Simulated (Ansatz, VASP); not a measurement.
**RbNi3 in VASP and in Ansatz**

The input INCAR:

```
PREC     = Accurate       # precision mode
ENCUT    = 520            # plane-wave cutoff, eV
EDIFF    = 1E-6           # SCF threshold, eV
ISMEAR   = 0              # smearing method
SIGMA    = 0.1            # smearing width, eV
LREAL    = False          # projectors in reciprocal space
LASPH    = True           # aspherical terms in the spheres
NELM     = 150            # most SCF steps
ALGO     = Normal         # electronic algorithm
ISIF     = 2              # what is computed and relaxed
LWAVE    = False          # write WAVECAR
LCHARG   = False          # write CHGCAR
ISPIN    = 2              # spin polarisation
MAGMOM   = 0 2 2 2        # initial moments
LORBIT   = 11             # projections on sites
LMAXMIX  = 4              # l up to which the mixer works
GGA      = PE             # functional
NBANDS   = 32             # bands
```

The input KPOINTS:

```
Automatic mesh
0
Gamma
  4 4 4
```

Contents of POSCAR:

```
RbNi3
1.0
    4.0782422856      0.0000000000      0.0000000000
    0.0000000000      4.0782422856      0.0000000000
    0.0000000000      0.0000000000      4.0363236470
Rb Ni
1 3
Direct
    0.0000000000      0.0000000000      0.0000000000
    0.0000000000      0.5000000000      0.5000000000
    0.5000000000      0.0000000000      0.5000000000
    0.5000000000      0.5000000000      0.0000000000
```

Input for Ansatz:

```yaml
crystal:
  lattice:
    - [4.0782422856, 0.0, 0.0]
    - [0.0, 4.0782422856, 0.0]
    - [0.0, 0.0, 4.036323647]
  atoms:
    - { symbol: Rb, position: [0.0, 0.0, 0.0] }
    - { symbol: Ni, position: [0.0, 0.5, 0.5], spin: 2.0 }
    - { symbol: Ni, position: [0.5, 0.0, 0.5], spin: 2.0 }
    - { symbol: Ni, position: [0.5, 0.5, 0.0], spin: 2.0 }
basis:
  ecutwfc: 420
kpoints:
  mp_grid: { grid: [4, 4, 4] }
hamiltonian:
  xc: pbe
scf:
  occupations: { method: gaussian, width: 0.1 }
  lower_state_search: "off"
output:
  forces: true
  stress: true
  eigenvalues: true
  populations: true
magnetization:
  spin_polarized: true
```

Alike in both runs: task single point; functional PBE; k mesh 4 × 4 × 4; occupations gaussian, width 0.1 eV; collinear spin.

```csv
,VASP,Ansatz
version,VASP 6.6.1,Ansatz 0.2.0
potentials or method,"VASP PAW PBE potentials, release 64 (Rb_sv, Ni)","scalar-relativistic, plane waves, PAW"
plane-wave cutoff (eV),520,420
valence electrons in the cell,39,63
```

Ansatz gave:

```
gap on the k mesh at the Fermi level (eV)                     : none
pressure (GPa)                                                : -0.7
largest component of the traceless stress (GPa)               : 0.16
net moment per atom (μB)                                      : 0.36
size of the moment on the site where the two differ most (μB) : 0.54
```

Task: Estimate VASP's values.

Result: gap on the k mesh at the Fermi level (eV): none; pressure (GPa): -0.3; largest component of the traceless stress (GPa): 0.17; net moment per atom (μB): 0.36; size of the moment on the site where the two differ most (μB): 0.53.

Site moments also hang on the region over which each program counts them. A gap of «none» marks a metal or a gap that the smearing closes. The two sets of potentials don't hold the same shells in valence.

Caveats: the k mesh is coarse (spacing up to 0.39 Å⁻¹), so the values aren't converged.
